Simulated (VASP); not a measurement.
# GW on C (Diamond), part 3 of 8

How does the gap of C (Diamond) change from the starting functional to GW? The cell has space group Fd-3m. The start is a cell from a database of measured crystal structures.

VASP 6.6.1, plane waves and PAW; the level of theory is named at each step.

So far, gap on the k-mesh (eV): step 2 (empty bands, functional PBE) 4.15.

### Step 3. evGW0 (continued)

Level of this step: evGW0 on PBE; plane waves and PAW (C_GW) (VASP).

From OUTCAR (step 3):

```text
 Found     16 irreducible k-points:

   k-points           NKPTS =     16   k-points in BZ     NKDIM =    216   number of bands    NBANDS=     80

   NELECT =       8.0000    total number of electrons

 E-fermi :  11.8419

 QP shifts <psi_nk| G(iteration)W_0 |psi_nk>: iteration 1
 for sc-GW calculations column KS-energies equals QP-energies in previous step
 and V_xc(KS)=  KS-energies - (<T + V_ion + V_H > + <T+V_H+V_ion>^1  + <V_x>^1)
 k-point   1 :       0.0000    0.0000    0.0000
  band No.  KS-energies  QP-energies   sigma(KS)   V_xc(KS)     V^pw_x(r,r')   Z            occupation Imag(sigma)
      1     -11.7098     -13.4029     -17.0071     -14.7755     -25.4237       0.7587       2.0000       1.3649
      2       9.7647       9.0404     -17.6736     -16.7965     -19.1905       0.8259       2.0000       0.0482
      3       9.7647       9.0404     -17.6736     -16.7965     -19.1905       0.8259       2.0000       0.0482
      4       9.7647       9.0404     -17.6736     -16.7965     -19.1905       0.8259       2.0000       0.0482
      5      15.3571      16.3817     -14.2761     -15.5205      -9.3156       0.8234       0.0000      -0.0705
      6      15.3571      16.3817     -14.2761     -15.5205      -9.3156       0.8234       0.0000      -0.0705
      7      15.3571      16.3817     -14.2761     -15.5205      -9.3156       0.8234       0.0000      -0.0705
      8      23.0835      23.9611     -15.2434     -16.3855      -7.7927       0.7684       0.0000      -0.1781
    ...

 k-point   2 :       0.1667    0.0000    0.0000
  band No.  KS-energies  QP-energies   sigma(KS)   V_xc(KS)     V^pw_x(r,r')   Z            occupation Imag(sigma)
      1     -10.9429     -12.5890     -17.0087     -14.8299     -25.2314       0.7555       2.0000       1.2676
      2       6.0183       5.0185     -17.2744     -16.0423     -19.7816       0.8115       2.0000       0.0713
      3       8.7457       7.9684     -17.5128     -16.5692     -19.2752       0.8236       2.0000       0.0532
      4       8.7457       7.9684     -17.5128     -16.5692     -19.2752       0.8236       2.0000       0.0532
      5      16.7000      17.7863     -14.4028     -15.7318      -9.0850       0.8174       0.0000      -0.0793
      6      16.7000      17.7863     -14.4028     -15.7318      -9.0850       0.8174       0.0000      -0.0793
      7      17.1622      18.1213     -14.5655     -15.7389      -9.1952       0.8173       0.0000      -0.0822
      8      23.7272      24.6949     -14.9059     -16.1668      -7.3393       0.7675       0.0000      -0.1949
    ...

 k-point   3 :       0.3333    0.0000    0.0000
  band No.  KS-energies  QP-energies   sigma(KS)   V_xc(KS)     V^pw_x(r,r')   Z            occupation Imag(sigma)
      1      -8.6940     -10.2447     -17.0805     -15.0253     -24.7004       0.7546       2.0000       0.9697
      2       0.3980      -0.9141     -17.0561     -15.3633     -21.4491       0.7751       2.0000       0.1658
      3       7.4556       6.5723     -17.5216     -16.4392     -19.7336       0.8161       2.0000       0.0624
      4       7.4556       6.5723     -17.5216     -16.4392     -19.7336       0.8161       2.0000       0.0624
      5      18.0452      19.1683     -14.0865     -15.4659      -8.3619       0.8142       0.0000      -0.0909
      6      18.0452      19.1683     -14.0865     -15.4659      -8.3619       0.8142       0.0000      -0.0909
      7      18.3308      19.1501     -14.6448     -15.6549      -8.8396       0.8110       0.0000      -0.0956
      8      25.0167      26.0476     -13.6905     -15.0286      -5.9727       0.7705       0.0000      -0.2294
    ...

 QP shifts <psi_nk| G(iteration)W_0 |psi_nk>: iteration 2
 k-point   1 :       0.0000    0.0000    0.0000
  band No. old QP-enery  QP-energies   sigma(KS)   T+V_ion+V_H  V^pw_x(r,r')   Z            occupation Imag(sigma)
      1     -13.4029     -13.7459     -16.9240       3.0658     -25.4237       0.7533       2.0000       1.4359
      2       9.0404       8.9628     -17.6145      26.5613     -19.1905       0.8295       2.0000       0.0510
      3       9.0404       8.9628     -17.6145      26.5613     -19.1905       0.8295       2.0000       0.0510
      4       9.0404       8.9628     -17.6145      26.5613     -19.1905       0.8295       2.0000       0.0510
      5      16.3817      16.4917     -14.3625      30.8775      -9.3156       0.8252       0.0000      -0.0736
      6      16.3817      16.4917     -14.3625      30.8775      -9.3156       0.8252       0.0000      -0.0736
      7      16.3817      16.4917     -14.3625      30.8775      -9.3156       0.8252       0.0000      -0.0736
      8      23.9611      24.1388     -15.2773      39.4690      -7.7927       0.7702       0.0000      -0.1794
    ...

 QP shifts <psi_nk| G(iteration)W_0 |psi_nk>: iteration 3
 k-point   1 :       0.0000    0.0000    0.0000
  band No. old QP-enery  QP-energies   sigma(KS)   T+V_ion+V_H  V^pw_x(r,r')   Z            occupation Imag(sigma)
      1     -13.7459     -13.8188     -16.9090       3.0658     -25.4237       0.7490       2.0000       1.4553
      2       8.9628       8.9532     -17.6100      26.5613     -19.1905       0.8292       2.0000       0.0510
      3       8.9628       8.9532     -17.6100      26.5613     -19.1905       0.8292       2.0000       0.0510
      4       8.9628       8.9532     -17.6100      26.5613     -19.1905       0.8292       2.0000       0.0510
      5      16.4917      16.5052     -14.3695      30.8775      -9.3156       0.8247       0.0000      -0.0738
      6      16.4917      16.5052     -14.3695      30.8775      -9.3156       0.8247       0.0000      -0.0738
      7      16.4917      16.5052     -14.3695      30.8775      -9.3156       0.8247       0.0000      -0.0738
      8      24.1388      24.1692     -15.2907      39.4690      -7.7927       0.7698       0.0000      -0.1815
    ...

 QP shifts <psi_nk| G(iteration)W_0 |psi_nk>: iteration 4
 k-point   1 :       0.0000    0.0000    0.0000
  band No. old QP-enery  QP-energies   sigma(KS)   T+V_ion+V_H  V^pw_x(r,r')   Z            occupation Imag(sigma)
      1     -13.8188     -13.8334     -16.9041       3.0658     -25.4237       0.7486       2.0000       1.4608
      2       8.9532       8.9519     -17.6097      26.5613     -19.1905       0.8293       2.0000       0.0510
      3       8.9532       8.9519     -17.6097      26.5613     -19.1905       0.8293       2.0000       0.0510
      4       8.9532       8.9519     -17.6097      26.5613     -19.1905       0.8293       2.0000       0.0510
      5      16.5052      16.5070     -14.3702      30.8775      -9.3156       0.8246       0.0000      -0.0739
      6      16.5052      16.5070     -14.3702      30.8775      -9.3156       0.8246       0.0000      -0.0739
      7      16.5052      16.5070     -14.3702      30.8775      -9.3156       0.8246       0.0000      -0.0739
      8      24.1692      24.1741     -15.2935      39.4690      -7.7927       0.7696       0.0000      -0.1819
    ...

[... 8 parts as in an earlier step ...]

[... 26 further parts left out ...]
```

This step gave:

* quasiparticle gap on the mesh: 5.673 eV
* smallest direct quasiparticle gap on the mesh: 7.555 eV
* gap of the starting orbitals on the mesh: 4.154 eV

QP gap by iteration, by row:

```
iteration  gap (eV)  direct gap (eV)
        1     5.497            7.341
        2     5.651            7.529
        3     5.671            7.552
        4     5.673            7.555
```

GW takes the gap from 4.154 to 5.673 eV. The value holds for 80 bands, ENCUTGW = 200 eV and this mesh, and isn't shown to be converged in them.

(Part 3 of 8 ends here.)

[Lines on the potential files, build, host, timing and source positions are cut from VASP's logs without a mark.]

[Logs are printed without paths, hosts, clocks, repeated set-up lines and the standing remarks that a program may print on its own settings, such as how far it seeks lower states.]

[Hosts, paths, dates, database ids (printed as entryN), source tags and the programs' standing remarks are cut or masked in the printed files.]

[Pressures printed for these runs are not shown converged in the cutoff: they can be off by several GPa and have the wrong sign.]
